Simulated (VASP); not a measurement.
All values below come from AM05 GGA, VASP's PBE PAW potentials (set 64) (plane waves; VASP).

Input for VASP

File POSCAR:
```
NiSi2
1
    0.0000000000     2.6382506318     2.6382506318
    2.6382506318     0.0000000000     2.6382506318
    2.6382506318     2.6382506318     0.0000000000
Si Ni
2 1
Direct
  0.2500000000   0.2500000000   0.2500000000
  0.7500000000   0.7500000000   0.7500000000
  0.0000000000   0.0000000000   0.0000000000
```

**INCAR**
```
SYSTEM = NiSi2
PREC = Accurate
ENCUT = 520
EDIFF = 1E-7
NELM = 100
ALGO = Normal
LREAL = .FALSE.
LASPH = .TRUE.
ISMEAR = 1
SIGMA = 0.1
GGA = AM
LMAXMIX = 4
LWAVE = .FALSE.
LCHARG = .FALSE.
ISIF = 2
```

**KPOINTS**
```
Automatic mesh
0
Gamma
10 10 10
0 0 0
```

POTCAR, in this order: Si Ni (PBE.64 set). Program: vasp_std.

Output

File OUTCAR:
```
 ion  position               nearest neighbor table
   1  0.250  0.250  0.250-   3 2.28   3 2.28   3 2.28   3 2.28   2 2.64   2 2.64   2 2.64   2 2.64
                             2 2.64   2 2.64
   2  0.750  0.750  0.750-   3 2.28   3 2.28   3 2.28   3 2.28   1 2.64   1 2.64   1 2.64   1 2.64
                             1 2.64   1 2.64
   3  0.000  0.000  0.000-   2 2.28   2 2.28   2 2.28   1 2.28   2 2.28   1 2.28   1 2.28   1 2.28
  LATTYP: Found a face centered cubic cell.
 ALAT       =     5.2765012636
 Subroutine PRICEL returns:
 Original cell was already a primitive cell.
 Subroutine GETGRP returns: Found 48 space group operations
The static configuration has the point symmetry O_h .
The dynamic configuration has the point symmetry O_h .
 Subroutine INISYM returns: Found 48 space group operations
 Subroutine IBZKPT returns following result:
 Found     47 irreducible k-points:

 Following reciprocal coordinates:
            Coordinates               Weight
  0.000000  0.000000  0.000000      1.000000
  0.100000  0.000000  0.000000      8.000000
  0.200000  0.000000  0.000000      8.000000
  0.300000  0.000000  0.000000      8.000000
  0.400000  0.000000  0.000000      8.000000
  0.500000  0.000000  0.000000      4.000000
...
```

OSZICAR:
```
       N       E                     dE             d eps       ncg     rms          rms(c)
DAV:   1     0.760643864417E+02    0.76064E+02   -0.81259E+03  1222   0.144E+03
DAV:   2    -0.161927847277E+02   -0.92257E+02   -0.86868E+02  1242   0.262E+02
DAV:   3    -0.206843704060E+02   -0.44916E+01   -0.43982E+01  1586   0.655E+01
DAV:   4    -0.207662551219E+02   -0.81885E-01   -0.81701E-01  1440   0.823E+00
DAV:   5    -0.207682909935E+02   -0.20359E-02   -0.20355E-02  1587   0.139E+00    0.179E+01
DAV:   6    -0.248083389139E+02   -0.40400E+01   -0.55938E+01  1365   0.187E+02    0.241E+01
DAV:   7    -0.185328130141E+02    0.62755E+01   -0.16311E+01  1485   0.118E+02    0.411E+00
DAV:   8    -0.185157564679E+02    0.17057E-01   -0.21676E+00  1828   0.243E+01    0.294E+00
DAV:   9    -0.184518740948E+02    0.63882E-01   -0.32337E-01  1461   0.127E+01    0.626E-01
DAV:  10    -0.184501020302E+02    0.17721E-02   -0.16442E-02  1603   0.300E+00    0.252E-01
DAV:  11    -0.184502354802E+02   -0.13345E-03   -0.14814E-03  1556   0.498E-01    0.557E-02
DAV:  12    -0.184502877794E+02   -0.52299E-04   -0.10361E-04  1735   0.132E-01    0.256E-02
DAV:  13    -0.184502874827E+02    0.29669E-06   -0.36983E-05  1581   0.141E-01    0.120E-02
DAV:  14    -0.184502875074E+02   -0.24759E-07   -0.31023E-06  1537   0.244E-02    0.550E-03
DAV:  15    -0.184502873460E+02    0.16149E-06   -0.57964E-07  1623   0.156E-02    0.721E-04
DAV:  16    -0.184502874038E+02   -0.57864E-07   -0.57489E-08   841   0.370E-03
   1 F= -.18450287E+02 E0= -.18449369E+02  d E =-.275524E-02
```

OUTCAR:
```
------------------------ aborting loop because EDIFF is reached ----------------------------------------
  FORCE on cell =-STRESS in cart. coord.  units (eV):
  Direction    XX          YY          ZZ          XY          YZ          ZX
  --------------------------------------------------------------------------------------
  Total        2.4982911      2.4982911      2.4982911     -0.0000000      0.0000000      0.0000000
  in kB      108.9871931    108.9871931    108.9871931     -0.0000000      0.0000000      0.0000000
  external PRESSURE =     108.9871931 kB  Pullay stress =       0.0000000 kB
  volume of cell :       36.73
      direct lattice vectors                 reciprocal lattice vectors
     0.000000000  2.638250632  2.638250632    -0.189519523  0.189519523  0.189519523
     2.638250632  0.000000000  2.638250632     0.189519523 -0.189519523  0.189519523
     2.638250632  2.638250632  0.000000000     0.189519523  0.189519523 -0.189519523
 POSITION                                       TOTAL-FORCE (eV/Angst)
 -----------------------------------------------------------------------------------
      1.31913      1.31913      1.31913        -0.000000     -0.000000     -0.000000
      3.95738      3.95738      3.95738         0.000000      0.000000      0.000000
      0.00000      0.00000      0.00000        -0.000000      0.000000     -0.000000
 -----------------------------------------------------------------------------------
    total drift:                               -0.000000     -0.000000      0.000000
  FREE ENERGIE OF THE ION-ELECTRON SYSTEM (eV)
  ---------------------------------------------------
  free  energy   TOTEN  =       -18.4502874038 eV

  energy  without entropy=      -18.4475321658  energy(sigma->0) =      -18.44936899
```
(Selected blocks of OUTCAR.)

The compound is NiSi2 in the fluorite structure. This cell is one point of a volume scan, at 0.94 of the reference volume. The run is not spin-polarised, so no magnetic state was tried.
